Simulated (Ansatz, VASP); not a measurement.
# Ga2O3 in two plane-wave programs, part 2 of 2

One calculation is typed for both programs; each brings its own data sets. How far apart do they land? The cell is taken from a series of runs on this material, whose earlier steps may have relaxed, scaled, displaced or heated it; both programs get it as it stands.

VASP 6.6.1 and Ansatz 0.2.0.

So far: The starting structure; Ansatz: single point, HSE06.

### Step 3. VASP: single point, HSE06

Level of this step: HSE06; plane waves and PAW (Ga_d, O) (VASP).

The same cell, functional and mesh now go to VASP, with its own data sets.

Lines of VASP's logs that name or quote its potential files are left out, and so is its time.

The run reads the wave functions of an earlier VASP run, which isn't shown here.

File INCAR:

```
SYSTEM = Ga2O3
PREC = Accurate
ENCUT = 520
EDIFF = 1E-06
NELM = 100
ISMEAR = 0
SIGMA = 0.01
LREAL = .FALSE.
ALGO = Normal
LHFCALC = .TRUE.
AEXX = 0.25
GGA = PE
HFSCREEN = 0.208
LASPH = .TRUE.
NBANDS = 54
PRECFOCK = Fast
LORBIT = 11
LWAVE = .FALSE.
LCHARG = .FALSE.
KPAR = 4
NCORE = 2
ISIF = 2
```

File POSCAR:

```
Ga2O3
1.0
    6.1070000000     -1.5185500000      0.0000000000
    6.1070000000      1.5185500000      0.0000000000
   -1.3859889000      0.0000000000      5.6300087400
Ga O
4 6
Direct
    0.0907257161      0.0907257161      0.7949827243
    0.9092742839      0.9092742839      0.2050172757
    0.6588354858      0.6588354858      0.3142837562
    0.3411645142      0.3411645142      0.6857162438
    0.1649755202      0.1649755202      0.1092149221
    0.8350244798      0.8350244798      0.8907850779
    0.1730977481      0.1730977481      0.5628885815
    0.8269022519      0.8269022519      0.4371114185
    0.4962434269      0.4962434269      0.2557091363
    0.5037565731      0.5037565731      0.7442908637
```

File KPOINTS:

```
Automatic mesh
0
Gamma
4 4 2
0 0 0
```

PAW data sets: Ga_d and O (PBE family, release 64).

The run is started by

```sh
$ mpirun -np 8 vasp_std
```

Numbers of over 12 decimals in the logs are rounded to 6 here.

Log:

```text
[banner, memory and clock lines left out]
running    8 mpi-ranks, on    1 nodes
 distrk:  each k-point on    2 cores,    4 groups
 distr:  one band on    2 cores,    1 groups

 POSCAR found type information on POSCAR GaO
 POSCAR found :  2 types and      10 ions
 LDA part: xc-table for (Slater+PW92), standard interpolation
 found WAVECAR, reading the header
 POSCAR, INCAR and KPOINTS ok, starting setup
 FFT: planning ... GRIDC
 FFT: planning ... GRID_SOFT
 FFT: planning ... GRID
 reading WAVECAR
 the WAVECAR file was read successfully
 initial charge from wavefunction
 entering main loop
       N       E                     dE             d eps       ncg     rms          rms(c)
DAV:   1    -0.750857433632E+02   -0.75086E+02   -0.27432E+00  2344   0.265E+01    0.120E+00
DAV:   2    -0.751071363050E+02   -0.21393E-01   -0.35804E-01  2156   0.571E+00    0.800E-01
DAV:   3    -0.750975288619E+02    0.96074E-02   -0.37644E-02  2072   0.180E+00    0.485E-01
DAV:   4    -0.750954465332E+02    0.20823E-02   -0.79144E-03  1936   0.662E-01    0.294E-01
DAV:   5    -0.750946767017E+02    0.76983E-03   -0.60728E-04  1988   0.316E-01    0.172E-01
DAV:   6    -0.750944258530E+02    0.25085E-03   -0.38703E-04  1872   0.154E-01    0.940E-02
DAV:   7    -0.750943451914E+02    0.80662E-04   -0.49652E-05  2032   0.910E-02    0.536E-02
DAV:   8    -0.750943183062E+02    0.26885E-04   -0.20998E-05  2096   0.371E-02    0.309E-02
DAV:   9    -0.750943095431E+02    0.87631E-05   -0.56436E-06  1784   0.181E-02    0.182E-02
DAV:  10    -0.750943066042E+02    0.29389E-05   -0.16331E-06  1240   0.124E-02    0.109E-02
DAV:  11    -0.750943055682E+02    0.10361E-05   -0.10212E-06   990   0.801E-03    0.648E-03
DAV:  12    -0.750943051826E+02    0.38558E-06   -0.48497E-07   990   0.591E-03
   1 F= -.75094305E+02 E0= -.75094305E+02  d E =-.159544E-11
```

Parts of OUTCAR (step 3):

```text
ion  position               nearest neighbor table
   1  0.091  0.091  0.795-   5 1.83  10 1.84  10 1.84   7 1.86
   2  0.909  0.909  0.205-   6 1.83   9 1.84   9 1.84   8 1.86
   3  0.659  0.659  0.314-   9 1.93   5 1.94   5 1.94   8 2.01   7 2.07   7 2.07
   4  0.341  0.341  0.686-  10 1.93   6 1.94   6 1.94   7 2.01   8 2.07   8 2.07
   5  0.165  0.165  0.109-   1 1.83   3 1.94   3 1.94
   6  0.835  0.835  0.891-   2 1.83   4 1.94   4 1.94
   7  0.173  0.173  0.563-   1 1.86   4 2.01   3 2.07   3 2.07
   8  0.827  0.827  0.437-   2 1.86   3 2.01   4 2.07   4 2.07
   9  0.496  0.496  0.256-   2 1.84   2 1.84   3 1.93
  10  0.504  0.504  0.744-   1 1.84   1 1.84   4 1.93

  LATTYP: Found a base centered monoclinic cell.
 ALAT       =    12.2140000000
 B/A-ratio  =     0.2486572785
 C/A-ratio  =     0.4747093502
 COS(beta)  =    -0.2390419102

 Subroutine GETGRP returns: Found  4 space group operations
 (whereof  4 operations were pure point group operations)

The static configuration has the point symmetry C_2h.

 Found     14 irreducible k-points:

   k-points           NKPTS =     14   k-points in BZ     NKDIM =     32   number of bands    NBANDS=     54

   dimension x,y,z NGX =    48 NGY =   48 NGZ =   48
   dimension x,y,z NGXF=    96 NGYF=   96 NGZF=   96

   ENCUT  =  520.0 eV  38.22 Ry    6.18 a.u.  11.70 11.70 10.78*2*pi/ulx,y,z

   NELECT =      88.0000    total number of electrons

 k-points in reciprocal lattice and weights: Automatic mesh
   0.00000000  0.00000000  0.00000000       0.031
   0.25000000  0.00000000  0.00000000       0.125
   0.50000000  0.00000000  0.00000000       0.062
   0.25000000  0.25000000  0.00000000       0.062
   0.50000000  0.25000000  0.00000000       0.125
  -0.25000000  0.25000000  0.00000000       0.062
   0.50000000  0.50000000  0.00000000       0.031
   0.00000000  0.00000000  0.50000000       0.031
   0.25000000  0.00000000  0.50000000       0.125
[...]
-0.25000000  0.25000000  0.50000000       0.062
   0.50000000  0.50000000  0.50000000       0.031

  exchange ACFDT corr.  =         0.00000000  see jH, gK, PRB 81, 115126

 average (electrostatic) potential at core
       1 -57.4008       2 -57.4008       3 -57.3184       4 -57.3184       5 -63.4430
       6 -63.4430       7 -63.9083       8 -63.9083       9 -63.7633      10 -63.7633

 E-fermi :   2.6447

 k-point     1 :       0.0000    0.0000    0.0000
  band No.  band energies     occupation
    ...
     40       1.9897      2.00000
     41       2.0008      2.00000
     42       2.1356      2.00000
     43       2.3724      2.00000
     44       2.5941      2.00000
     45       6.8459      0.00000
     46      10.3434      0.00000
     47      11.2834      0.00000
     48      11.4836      0.00000
     49      12.3613      0.00000
    ...

 k-point     2 :       0.2500    0.0000    0.0000
  band No.  band energies     occupation
    ...
     40       1.4773      2.00000
     41       1.5704      2.00000
     42       1.8389      2.00000
     43       2.0703      2.00000
     44       2.5381      2.00000
     45       9.2631      0.00000
     46      10.9460      0.00000
     47      11.7399      0.00000
     48      12.7977      0.00000
     49      13.0899      0.00000
    ...

 k-point     3 :       0.5000    0.0000    0.0000
  band No.  band energies     occupation
    ...
     40       1.3094      2.00000
     41       1.8938      2.00000
     42       1.9058      2.00000
     43       2.1809      2.00000
     44       2.3794      2.00000
     45      10.1942      0.00000
     46      11.2013      0.00000
     47      12.0070      0.00000
     48      12.2101      0.00000
     49      12.7203      0.00000
    ...

  Total        1.1801548      1.1646557      1.2728773      0.0000000      0.0000000     -0.0209324
  in kB       18.1072915     17.8694860     19.5299463      0.0000000      0.0000000     -0.3211693
  external PRESSURE =      18.5022413 kB  Pullay stress =       0.0000000 kB

  energy-cutoff  :      520.00
  volume of cell :      104.42
      direct lattice vectors                 reciprocal lattice vectors
     6.107000000 -1.518550000  0.000000000     0.081873260 -0.329261467  0.020155462
     6.107000000  1.518550000  0.000000000     0.081873260  0.329261467  0.020155462
    -1.385988900  0.000000000  5.630008740     0.000000000  0.000000000  0.177619618

 POSITION                                       TOTAL-FORCE (eV/Angst)
 -----------------------------------------------------------------------------------
      0.00629      0.00000      4.47576        -0.017746      0.000000      0.010179
     10.82172      0.00000      1.15425         0.017746      0.000000     -0.010179
      7.61142      0.00000      1.76942         0.007642      0.000000     -0.029925
      3.21659      0.00000      3.86059        -0.007642      0.000000      0.029925
      1.86364      0.00000      0.61488        -0.052938      0.000000     -0.045928
      8.96437      0.00000      5.01513         0.052938      0.000000      0.045928
      1.33406      0.00000      3.16907        -0.016945      0.000000      0.051052
      9.49395      0.00000      2.46094         0.016945      0.000000     -0.051052
      5.70671      0.00000      1.43964        -0.063524      0.000000     -0.020810
      5.12130      0.00000      4.19036         0.063524      0.000000      0.020810
 -----------------------------------------------------------------------------------
    total drift:                                0.000002      0.000001     -0.000001

  FREE ENERGIE OF THE ION-ELECTRON SYSTEM (eV)
  ---------------------------------------------------
  free  energy   TOTEN  =       -75.0943051826 eV

  energy  without entropy=      -75.0943051826  energy(sigma->0) =      -75.09430518

 total charge
# of ion       s       p       d       tot
------------------------------------------
    1        0.695   0.866  10.302  11.863
    2        0.695   0.866  10.302  11.863
    3        0.609   0.710  10.274  11.593
    4        0.609   0.710  10.274  11.593
    5        1.554   3.558   0.000   5.112
    6        1.554   3.558   0.000   5.112
    7        1.559   3.551   0.000   5.110
    8        1.559   3.551   0.000   5.110
    9        1.552   3.587   0.000   5.139
   10        1.552   3.587   0.000   5.139
--------------------------------------------------
tot         11.937  24.544  41.153  77.633

[... 3 further parts left out ...]
```

The gap is read on the k-mesh alone, so it is an upper bound where the band edges lie off the mesh.

### Step 4. Comparison

Known differences besides the potentials themselves: exact exchange at q = 0 is treated differently, which shows on coarse meshes; VASP keeps PBE cores, Ansatz makes them for the functional; fixed occupations in Ansatz, narrow Gaussian smearing in VASP; the data sets hold 120 valence electrons in Ansatz (on PAW files that the input asks for by source) and 88 in VASP; the cutoff is 1020 eV in Ansatz and 520 eV in VASP; VASP takes a coarser grid for exact exchange (PRECFOCK = Fast). Total energies have different zeros and are not compared.

The two programs side by side:

```
              quantity  Ansatz   VASP  difference
gap on the k mesh (eV)   4.270  4.244      +0.026
```

A gap on the mesh is an upper bound, since the band edges may lie between its points.

### Step 5. Outcome

```
difference in gap on the k mesh (single point, HSE06) : 0.026 eV
```

**Reading.** The difference in gap on the k mesh is 0.026 eV (single point, HSE06), within the 0.08 eV picked in this series as the mark of a large difference. The data sets hold unlike numbers of valence electrons (120 in Ansatz and 88 in VASP), so part of the differences comes from the potentials. Such differences can come from data sets, numerical settings and the points named under the comparisons, not from the functional's error against experiment.

[Lines on the potential files, build, host, timing and source positions are cut from VASP's logs without a mark.]

[Logs are printed without paths, hosts, clocks, repeated set-up lines and the standing remarks that a program may print on its own settings, such as how far it seeks lower states.]

[Hosts, paths, dates, database ids (printed as entryN), source tags and the programs' standing remarks are cut or masked in the printed files.]
